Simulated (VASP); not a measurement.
Consider the following.

```yaml
crystal:
  lattice:
    - [-1.60204, 1.60204, 3.91115]
    - [1.60204, -1.60204, 3.91115]
    - [1.60204, 1.60204, -3.91115]
  atoms:
    - { symbol: Si, position: [0.66579, 0.66579, 0.00000] }
    - { symbol: Si, position: [0.33421, 0.33421, 0.00000] }
    - { symbol: W, position: [0.00000, 0.00000, 0.00000] }
```

The numbers are results of PBE GGA with D3 dispersion (zero damping), VASP's PBE PAW potentials (set 64) (plane waves; VASP), not measurements. Settings: 520 eV cut-off, Gaussian smearing of 0.050 eV, potentials Si W_sv.

Unless said otherwise, spin-orbit coupling is left out, though it shifts the bands of the heavy elements here.

Q: Estimate the band gap (along the path) with the smallest direct gap where there is one.

A: 
```json
{
 "band gap (along the path)": "none (metal, semimetal or under 0.01 eV)"
}
```

The absolute energy has meaning only against runs of the same code, potentials and settings.

The compound is WSi2 in the MoSi2 type structure. It was relaxed first.
